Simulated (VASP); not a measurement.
Input:

```xyz
8
Lattice="0.0000 2.2516 2.2516 2.2516 0.0000 2.2516 8.9697 8.9697 0.0367" Properties=species:S:1:pos:R:3 pbc="T T T"
Zr     8.9210     8.9210     0.0855
Zr     4.5428     4.5428     4.4637
C      2.2470     2.2470     2.2562
C      4.5877     4.5877     2.1671
C      6.7319     6.7319     2.2746
C      8.8760     8.8760     2.3820
Ti     6.7858     6.7858     4.4723
Ti     6.6780     6.6780     0.0769
```

These are PBEsol GGA, VASP's PBE PAW potentials (set 64) (plane waves; VASP) values and carry that method's errors. Numerical set-up: 520 eV cut-off, Gaussian smearing of 0.050 eV, potentials Zr_sv C Ti_sv.

Question: Estimate the band gap (along the path) with the smallest direct gap where there is one.

Answer: 
| Item | Result |
|---|---|
| band gap (along the path) | none (metal, semimetal or under 0.01 eV) |

Total energies compare only between runs with the same potentials, cut-off and functional.

The structure was generated: Ti2Zr2C4 was put into an ordered model structure (R-3m), which need not be its known phase. It was relaxed first.
